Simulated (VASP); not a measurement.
Input:

```yaml
crystal:
  lattice:
    - [3.48969, 0.00000, 0.00000]
    - [-1.74484, 3.02216, 0.00000]
    - [0.00000, 0.00000, 23.23565]
  atoms:
    - { symbol: Te, position: [0.33333, 0.66667, 0.07190] }
    - { symbol: Te, position: [0.66667, 0.33333, 0.92810] }
    - { symbol: Te, position: [0.66667, 0.33333, 0.77257] }
    - { symbol: Te, position: [0.33333, 0.66667, 0.22743] }
    - { symbol: Mo, position: [0.33333, 0.66667, 0.85020] }
    - { symbol: Mo, position: [0.66667, 0.33333, 0.14980] }
```

Level of theory: PBEsol GGA, VASP's PBE PAW potentials (set 64) (plane waves; VASP). Run with 400 eV cut-off, 13×13×2 Γ-centred mesh, Gaussian smearing of 0.010 eV, potentials Te Mo_sv.

The cell holds a wide vacuum, so values per volume refer to the whole cell.

**Question.** What does the run give for the energy per atom (σ→0)?

**Answer.** 
```
Quantity                       Result
---------------------  --------------
energy per atom (σ→0)  -6.552 eV/atom
```

Total energies compare only between runs with the same potentials, cut-off and functional.

The cell is a sheet with vacuum, built from a database entry that may be metastable or hypothetical.
